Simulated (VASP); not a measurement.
The system is Cr2TeSe.

```
Te Se Cr
1.0
     3.96139    0.00000    0.00000
    -1.98069    3.43066    0.00000
     0.00000    0.00000    6.33777
Te Se Cr
1 1 2
Direct
  0.00000 0.00000 0.50000
  0.33333 0.66667 0.00000
  0.66667 0.33333 0.76225
  0.66667 0.33333 0.23775
```

The cell comes from a database or a generator and needn't be the stable form of this composition.

- Program: VASP 6.6.1
- Task: single point
- Functional: PBE
- Potentials or basis: VASP PAW PBE potentials, release 64 (Te, Se, Cr_pv)
- Cutoff: 520 eV
- k mesh: 8 × 8 × 4
- Occupations: fermi-dirac, width 0.05 eV
- Spin: collinear spin, ferromagnetic start
- Starting moments: [0.0, 0.0, 3.0, 3.0] μB

On this cell: pressure -0.8 GPa; largest force 0.003 eV/Å; net moment 7.86 μB per cell; site moments Te -0.13; Se -0.08; Cr +3.67 μB; band gap on the k mesh none (metal or under the smearing width).

The same run follows on a disturbed copy (atoms moved at random, drawn with an rms of 0.05 Å):

```
CELL_PARAMETERS angstrom
3.96139 0.00000 0.00000
-1.98069 3.43066 0.00000
0.00000 0.00000 6.33777
ATOMIC_POSITIONS crystal
Te 0.00194 0.99984 0.50237
Se 0.34501 0.66805 0.99778
Cr 0.67216 0.33600 0.76701
Cr 0.66492 0.33178 0.23608
```

What does the disturbed cell give?

The energy (extrapolated to zero smearing) moves by +1.9 meV/atom; pressure -0.7 GPa; largest force 0.211 eV/Å; net moment 7.86 μB per cell; site moments Te -0.13; Se -0.08; Cr +3.66, +3.69 μB; band gap on the k mesh none (metal or under the smearing width).

Forces in eV/Å, atoms in the order of the input:
```
Te   0.008  0.013 -0.044
Se  -0.126 -0.005  0.083
Cr   0.038 -0.021 -0.206
Cr   0.080  0.014  0.168
```

Stress tensor (GPa, compression positive):
```
-0.77  0.00 -0.08
 0.00 -0.77 -0.05
-0.08 -0.05 -0.70
```

Caveats: only a ferromagnetic start was run, and an antiferromagnetic order may lie lower in energy.
